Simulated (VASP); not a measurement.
Calculation: vdW-DF-cx, VASP's PBE PAW potentials (set 64) (plane waves; VASP).

VASP input:

INCAR:
```
! general
SYSTEM  =Be
PREC    =Accurate
ENCUT   =520
LREAL   =.FALSE.   ! projection in real space or not
LASPH   =.TRUE.   ! aspherical one-centre terms

! electronic loop
EDIFF   =1E-7
NELM    =100   ! most electronic steps
ALGO    =Normal   ! blocked Davidson

! smearing
ISMEAR  =1
SIGMA   =0.1

! functional
GGA     =CX
LUSE_VDW=.TRUE.
AGGAC   =0.0

! ions
IBRION  =2   ! conjugate gradients
NSW     =30   ! most ionic steps
ISIF    =4   ! ions and shape, fixed volume
EDIFFG  =-0.01

! output
LWAVE   =.FALSE.
LCHARG  =.FALSE.
```

**KPOINTS**
```
Automatic mesh
0
gamma
18 18 10
```

POSCAR:
```
Be
1
    1.1199837428    -1.9398685759     0.0000000000
    1.1199837428     1.9398685759     0.0000000000
    0.0000000000     0.0000000000     3.5093577220
Be
2
Direct
  0.3333330000   0.6666670000   0.2500000000
  0.6666670000   0.3333330000   0.7500000000
```

POTCAR, in this order: Be (PBE.64 set). Program: vasp_std.

Q: What will the output report for the number of irreducible k-points (NKPTS), largest plane-wave count, number of space-group operations, FFT grid (NGX, NGY, NGZ)?

A: 
| Quantity | Result |
|---|---|
| number of irreducible k-points (NKPTS) | 222 |
| largest plane-wave count | 424 |
| number of space-group operations | 24 |
| FFT grid (NGX, NGY, NGZ) | 18 × 18 × 28 |

The compound is Be in the hcp structure. This cell is one point of a volume scan, at 0.94 of the reference volume. Symmetry was kept, so distortions that lower it aren't found.
